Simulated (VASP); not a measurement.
Level of theory: PBE GGA, VASP's PBE PAW potentials (set 64) (plane waves; VASP).

VASP input:

### INCAR
```
ALGO  =  Normal
EDIFF  =  1E-6
ENCUT  =  520
GGA  =  PE
ISIF  =  2
ISMEAR  =  0
LASPH  =  .True.
LCHARG  =  .False.
LREAL  =  .False.
LWAVE  =  .False.
NELM  =  100
PREC  =  Accurate
SIGMA  =  0.05
SYSTEM  =  AlN
```

File POSCAR:
```
AlN
3.0971280
  0.0000000000   0.7071067131   0.7071067131
  0.7071067131   0.0000000000   0.7071067131
  0.7071067131   0.7071067131   0.0000000000
Al N
1 1
Direct
  0.0000000000   0.0000000000   0.0000000000
  0.2500000000   0.2500000000   0.2500000000
```

### KPOINTS
```
Automatic mesh
0
Gamma
10 10 10
0 0 0
```

POTCAR, in this order: Al N (PBE.64 set). Program: vasp_std.

What VASP printed:

**OUTCAR**
```
 ion  position               nearest neighbor table
   1  0.000  0.000  0.000-   2 1.90   2 1.90   2 1.90   2 1.90
   2  0.250  0.250  0.250-   1 1.90   1 1.90   1 1.90   1 1.90
  LATTYP: Found a face centered cubic cell.
 ALAT       =     4.3800000000
 Subroutine PRICEL returns:
 Original cell was already a primitive cell.
 Subroutine GETGRP returns: Found 24 space group operations
The static configuration has the point symmetry T_d .
The dynamic configuration has the point symmetry T_d .
 Subroutine INISYM returns: Found 24 space group operations
 Subroutine IBZKPT returns following result:
 Found     47 irreducible k-points:

 Following reciprocal coordinates:
            Coordinates               Weight
  0.000000  0.000000  0.000000      1.000000
  0.100000  0.000000  0.000000      8.000000
  0.200000  0.000000  0.000000      8.000000
  0.300000  0.000000  0.000000      8.000000
  0.400000  0.000000  0.000000      8.000000
  0.500000  0.000000  0.000000      4.000000
  0.100000  0.100000  0.000000      6.000000
  0.200000  0.100000  0.000000     24.000000
  0.300000  0.100000  0.000000     24.000000
  0.400000  0.100000  0.000000     24.000000
  0.500000  0.100000  0.000000     24.000000
 -0.400000  0.100000  0.000000     24.000000
 -0.300000  0.100000  0.000000     24.000000
 -0.200000  0.100000  0.000000     24.000000
 -0.100000  0.100000  0.000000     12.000000
  0.200000  0.200000  0.000000      6.000000
  0.300000  0.200000  0.000000     24.000000
  0.400000  0.200000  0.000000     24.000000
  0.500000  0.200000  0.000000     24.000000
 -0.400000  0.200000  0.000000     24.000000
 -0.300000  0.200000  0.000000     24.000000
 -0.200000  0.200000  0.000000     12.000000
  0.300000  0.300000  0.000000      6.000000
  0.400000  0.300000  0.000000     24.000000
...
```

File OSZICAR:
```
       N       E                     dE             d eps       ncg     rms          rms(c)
DAV:   1     0.113313745156E+02    0.11331E+02   -0.41921E+03   784   0.840E+02
DAV:   2    -0.165668973762E+02   -0.27898E+02   -0.27400E+02   960   0.146E+02
DAV:   3    -0.172077328146E+02   -0.64084E+00   -0.64084E+00   936   0.284E+01
DAV:   4    -0.172094297535E+02   -0.16969E-02   -0.16969E-02  1056   0.134E+00
DAV:   5    -0.172094342518E+02   -0.44983E-05   -0.44983E-05   944   0.510E-02    0.859E+00
DAV:   6    -0.148597397791E+02    0.23497E+01   -0.13548E+01   816   0.237E+01    0.292E+00
DAV:   7    -0.148506601839E+02    0.90796E-02   -0.10455E-01   800   0.337E+00    0.199E+00
DAV:   8    -0.148447624002E+02    0.58978E-02   -0.18599E-02   848   0.189E+00    0.409E-01
DAV:   9    -0.148444567017E+02    0.30570E-03   -0.82090E-04  1032   0.228E-01    0.207E-01
DAV:  10    -0.148445642590E+02   -0.10756E-03   -0.26116E-04   824   0.140E-01    0.321E-02
DAV:  11    -0.148445630185E+02    0.12405E-05   -0.57094E-06   968   0.191E-02    0.145E-02
DAV:  12    -0.148445631851E+02   -0.16658E-06   -0.10687E-06   704   0.100E-02
   1 F= -.14844563E+02 E0= -.14844563E+02  d E =-.428897E-14
```

**OUTCAR**
```
------------------------ aborting loop because EDIFF is reached ----------------------------------------
  FORCE on cell =-STRESS in cart. coord.  units (eV):
  Direction    XX          YY          ZZ          XY          YZ          ZX
  --------------------------------------------------------------------------------------
  Total        0.3773825      0.3773825      0.3773825      0.0000000      0.0000000      0.0000000
  in kB       28.7825954     28.7825954     28.7825954      0.0000000      0.0000000      0.0000000
  external PRESSURE =      28.7825954 kB  Pullay stress =       0.0000000 kB
  volume of cell :       21.01
      direct lattice vectors                 reciprocal lattice vectors
     0.000000000  2.190000000  2.190000000    -0.228310502  0.228310502  0.228310502
     2.190000000  0.000000000  2.190000000     0.228310502 -0.228310502  0.228310502
     2.190000000  2.190000000  0.000000000     0.228310502  0.228310502 -0.228310502
  FREE ENERGIE OF THE ION-ELECTRON SYSTEM (eV)
  ---------------------------------------------------
  free  energy   TOTEN  =       -14.8445631851 eV

  energy  without entropy=      -14.8445631851  energy(sigma->0) =      -14.84456319
```
(Selected blocks of OUTCAR.)

The compound is AlN in the zinc blende structure, a metastable form; wurtzite is the usual one. The cell was not relaxed at this level. The run is one of a series of settings (KPOINTS 10×10×10 Γ-centred mesh against the base run), some of them coarse on purpose.
